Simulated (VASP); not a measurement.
These are vdW-DF-cx, VASP's PBE PAW potentials (set 64) (plane waves; VASP) values and carry that method's errors.

A VASP calculation is set up with these files.

**INCAR**
```
AGGAC = 0.0
ALGO = Normal
EDIFF = 1E-6
EDIFFG = -0.02
ENCUT = 520
GGA = CX
IBRION = 2
ISIF = 3
ISMEAR = 1
LASPH = .TRUE.
LCHARG = .FALSE.
LMAXMIX = 6
LREAL = .FALSE.
LUSE_VDW = .TRUE.
LWAVE = .FALSE.
NELM = 100
NSW = 60
PREC = Accurate
SIGMA = 0.1
SYSTEM = PtAl2
```

KPOINTS:
```
Automatic
0
G
8 8 8
0 0 0
```

File POSCAR:
```
PtAl2
1
    0.0000000000     2.9471084779     2.9471084779
    2.9471084779    -0.0000000000     2.9471084779
    2.9471084779     2.9471084779     0.0000000000
Al Pt
2 1
Direct
  0.2500000000   0.2500000000   0.2500000000
  0.7500000000   0.7500000000   0.7500000000
  0.0000000000   0.0000000000   0.0000000000
```

POTCAR, in this order: Al Pt (PBE.64 set). Program: vasp_std.

The resulting files:

OSZICAR:
```
       N       E                     dE             d eps       ncg     rms          rms(c)
DAV:   1     0.554838988125E+02    0.55484E+02   -0.68549E+03   696   0.114E+03
DAV:   2    -0.104925138475E+02   -0.65976E+02   -0.58579E+02   796   0.187E+02
DAV:   3    -0.123664610141E+02   -0.18739E+01   -0.18255E+01   892   0.315E+01
DAV:   4    -0.123849470476E+02   -0.18486E-01   -0.18479E-01   800   0.355E+00
DAV:   5    -0.123852175475E+02   -0.27050E-03   -0.27049E-03   872   0.468E-01    0.893E+00
DAV:   6    -0.119328903301E+02    0.45233E+00   -0.24470E+00   796   0.155E+01    0.243E+00
DAV:   7    -0.118548063066E+02    0.78084E-01   -0.19690E-01   764   0.453E+00    0.176E+00
DAV:   8    -0.118257399829E+02    0.29066E-01   -0.32119E-02   800   0.185E+00    0.235E-01
DAV:   9    -0.118257794403E+02   -0.39457E-04   -0.18820E-03   824   0.427E-01    0.158E-01
DAV:  10    -0.118259052108E+02   -0.12577E-03   -0.32264E-04   780   0.161E-01    0.211E-02
DAV:  11    -0.118259017617E+02    0.34491E-05   -0.19789E-05   856   0.479E-02    0.100E-02
DAV:  12    -0.118259026639E+02   -0.90221E-06   -0.32109E-06   768   0.144E-02
   1 F= -.11825903E+02 E0= -.11826245E+02  d E =-.118259E+02
       N       E                     dE             d eps       ncg     rms          rms(c)
DAV:   1    -0.118706046592E+02   -0.44703E-01   -0.65195E-01   788   0.856E+00    0.132E+00
DAV:   2    -0.118280732035E+02    0.42531E-01   -0.24451E-01   780   0.520E+00    0.383E-01
DAV:   3    -0.118255580843E+02    0.25151E-02   -0.10767E-02   740   0.112E+00    0.137E-01
DAV:   4    -0.118252643662E+02    0.29372E-03   -0.98281E-04   768   0.186E-01    0.446E-02
DAV:   5    -0.118252615389E+02    0.28273E-05   -0.16003E-04   804   0.130E-01    0.277E-02
DAV:   6    -0.118252602578E+02    0.12810E-05   -0.26029E-05   764   0.501E-02    0.553E-03
DAV:   7    -0.118252604250E+02   -0.16712E-06   -0.43888E-07   432   0.609E-03
   2 F= -.11825260E+02 E0= -.11825537E+02  d E =0.642239E-03
       N       E                     dE             d eps       ncg     rms          rms(c)
DAV:   1    -0.118412299544E+02   -0.15970E-01   -0.20033E-01   776   0.475E+00    0.762E-01
DAV:   2    -0.118281478521E+02    0.13082E-01   -0.77603E-02   768   0.290E+00    0.218E-01
DAV:   3    -0.118272763975E+02    0.87145E-03   -0.36260E-03   740   0.654E-01    0.622E-02
DAV:   4    -0.118271941749E+02    0.82223E-04   -0.34562E-04   764   0.112E-01    0.224E-02
DAV:   5    -0.118271926925E+02    0.14824E-05   -0.58413E-05   796   0.790E-02    0.148E-02
DAV:   6    -0.118271932950E+02   -0.60243E-06   -0.96961E-06   772   0.296E-02
   3 F= -.11827193E+02 E0= -.11827508E+02  d E =-.129063E-02
```

OUTCAR:
```
------------------------ aborting loop because EDIFF is reached ----------------------------------------
  FORCE on cell =-STRESS in cart. coord.  units (eV):
  Direction    XX          YY          ZZ          XY          YZ          ZX
  --------------------------------------------------------------------------------------
  Total       -0.0002339     -0.0002339     -0.0002339      0.0000000      0.0000000      0.0000000
  in kB       -0.0072654     -0.0072654     -0.0072654      0.0000000      0.0000000      0.0000000
  external PRESSURE =      -0.0072654 kB  Pullay stress =       0.0000000 kB
  volume of cell :       51.58
      direct lattice vectors                 reciprocal lattice vectors
    -0.000000000  2.954585068  2.954585068    -0.169228500  0.169228500  0.169228500
     2.954585068  0.000000000  2.954585068     0.169228500 -0.169228500  0.169228500
     2.954585068  2.954585068 -0.000000000     0.169228500  0.169228500 -0.169228500
 POSITION                                       TOTAL-FORCE (eV/Angst)
 -----------------------------------------------------------------------------------
      1.47729      1.47729      1.47729         0.000000     -0.000000      0.000000
      4.43188      4.43188      4.43188        -0.000000     -0.000000     -0.000000
      0.00000      0.00000      0.00000        -0.000000      0.000000     -0.000000
 -----------------------------------------------------------------------------------
    total drift:                                0.000000     -0.000000      0.000000
  FREE ENERGIE OF THE ION-ELECTRON SYSTEM (eV)
  ---------------------------------------------------
  free  energy   TOTEN  =       -11.8271932950 eV

  energy  without entropy=      -11.8281373752  energy(sigma->0) =      -11.82750799

 reached required accuracy - stopping structural energy minimisation
```
(Selected blocks of OUTCAR.)

CONTCAR:
```
PtAl2
   1.00000000000000
    -0.0000000000000000    2.9545850684337305    2.9545850684337305
     2.9545850684337305    0.0000000000000000    2.9545850684337305
     2.9545850684337305    2.9545850684337305   -0.0000000000000000
  Al              Pt
     2     1
Direct
     0.2500000000000000    0.2500000000000000    0.2500000000000000
     0.7500000000000000    0.7500000000000000    0.7500000000000000
     0.0000000000000000    0.0000000000000000    0.0000000000000000
```

File OUTCAR:
```
 val. band max:        7.7501923340   @ k =   0.3750   0.2500   0.0000

 cond. band min:       7.8469092164   @ k =   0.2500   0.2500   0.0000


 Fermi energy:         7.7904926151

 k-point     1 :       0.0000    0.0000    0.0000
  band No.  band energies     occupation
      1      -2.3735      2.00000
      2       2.7932      2.00000
      3       2.7932      2.00000
      4       2.7932      2.00000
      5       4.1508      2.00000
      6       4.1508      2.00000
      7      10.9255      0.00000
      8      11.6358      0.00000
      9      11.6358      0.00000
     10      11.6358      0.00000
     11      13.2905      0.00000
     12      13.2905      0.00000

 k-point     2 :       0.1250    0.0000    0.0000
  band No.  band energies     occupation
      1      -2.1590      2.00000
      2       2.6713      2.00000
      3       2.8633      2.00000
      4       2.8633      2.00000
      5       4.1282      2.00000
      6       4.1282      2.00000
      7       9.4905     -0.00000
      8      11.0980      0.00000
      9      11.0980      0.00000
     10      11.2371      0.00000
     11      13.7870      0.00000
     12      13.8195      0.00000

 k-point     3 :       0.2500    0.0000    0.0000
  band No.  band energies     occupation
      1      -1.5410      2.00000
      2       2.3818      2.00000
      3       3.0103      2.00000
      4       3.0103      2.00000
      5       4.1329      2.00000
      6       4.1329      2.00000
      7       6.9568      2.00000
      8      10.1200      0.00000
      9      10.1200      0.00000
     10      11.6620      0.00000
     11      13.3038      0.00000
     12      13.3446      0.00000

 k-point     4 :       0.3750    0.0000    0.0000
  band No.  band energies     occupation
      1      -0.6450      2.00000
      2       2.0320      2.00000
      3       3.0988      2.00000
      4       3.0988      2.00000
      5       4.2657      2.00000
      6       4.2657      2.00000
...
```

Unless said otherwise, spin-orbit coupling is left out, though it shifts the bands of the heavy elements here.

The compound is PtAl2 in the fluorite structure. This run relaxes it. Symmetry was kept, so distortions that lower it aren't found. The start is the result of an earlier pass.
